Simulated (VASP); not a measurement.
Calculation: PBE GGA with D3 dispersion (Becke-Johnson damping), VASP's PBE PAW potentials (set 64) (plane waves; VASP).

Input for VASP

### POSCAR
```
SnSe2
1.0
  3.8426093608   0.0000000000   0.0000000000
 -1.9213046804   3.3277975401   0.0000000000
  0.0000000000   0.0000000000   6.0813248557
Sn Se
1 2
Direct
  0.0000000000   0.0000000000   0.0000000000
  0.3333330000   0.6666670000   0.2620266264
  0.6666670000   0.3333330000   0.7379733736
```

### KPOINTS
```
Automatic mesh
0
Gamma
6 6 4
0 0 0
```

INCAR:
```
IVDW = 12   ! D3, Becke-Johnson
GGA = PE   ! PBE
PREC = Accurate
EDIFFG = -0.02
LWAVE = .False.
SYSTEM = SnSe2
NSW = 60   ! most ionic steps
LASPH = .True.
SIGMA = 0.05   ! width (eV)
IBRION = 2   ! conjugate gradients
LCHARG = .False.
LMAXMIX = 4
ISMEAR = 0
ENCUT = 480
ALGO = Normal   ! blocked Davidson
LREAL = .False.   ! projection in real space or not
EDIFF = 1E-6   ! SCF stop (eV)
ISIF = 3   ! ions, shape and volume
NELM = 100   ! most electronic steps
```

POTCAR, in this order: Sn_d Se (PBE.64 set). Program: vasp_std.

What will the output report for the number of irreducible k-points (NKPTS), largest plane-wave count, number of space-group operations, FFT grid (NGX, NGY, NGZ)?

| Property | Result |
|---|---|
| number of irreducible k-points (NKPTS) | 24 |
| largest plane-wave count | 1890 |
| number of space-group operations | 12 |
| FFT grid (NGX, NGY, NGZ) | 28 × 28 × 48 |

The compound is SnSe2 in the 1T layered structure. This run relaxes it. Symmetry was kept, so distortions that lower it aren't found. The start is the result of an earlier pass.
